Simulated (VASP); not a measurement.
Calculation: PBE GGA, VASP's PBE PAW potentials (set 64) (plane waves; VASP).

The input files of a VASP run:

File POSCAR:
```
AuAl2
1
    0.0000000000     3.0279176444     3.0279176444
    3.0279176444     0.0000000000     3.0279176444
    3.0279176444     3.0279176444     0.0000000000
Al Au
2 1
Direct
  0.2500000000   0.2500000000   0.2500000000
  0.7500000000   0.7500000000   0.7500000000
  0.0000000000   0.0000000000   0.0000000000
```

File KPOINTS:
```
Automatic mesh
0
Gamma
9 9 9
0 0 0
```

**INCAR**
```
SYSTEM = AuAl2
PREC = Accurate
ENCUT = 500
EDIFF = 1E-6
NELM = 100
ALGO = Normal
LREAL = .FALSE.
LASPH = .TRUE.
ISMEAR = 1
SIGMA = 0.1
GGA = PE
LMAXMIX = 6
LWAVE = .FALSE.
LCHARG = .FALSE.
IBRION = 2
ISIF = 3
NSW = 40
EDIFFG = -0.02
```

POTCAR, in this order: Al Au (PBE.64 set). Program: vasp_std.

### Question
What will the output report for the number of irreducible k-points (NKPTS), largest plane-wave count, number of space-group operations, FFT grid (NGX, NGY, NGZ)?

### Answer

- number of irreducible k-points (NKPTS): 35
- largest plane-wave count: 1420
- number of space-group operations: 48
- FFT grid (NGX, NGY, NGZ): 32 × 32 × 32

The compound is AuAl2 in the fluorite structure. It was relaxed first. The electron count is odd and the run is not spin-polarised, which forces a metal.
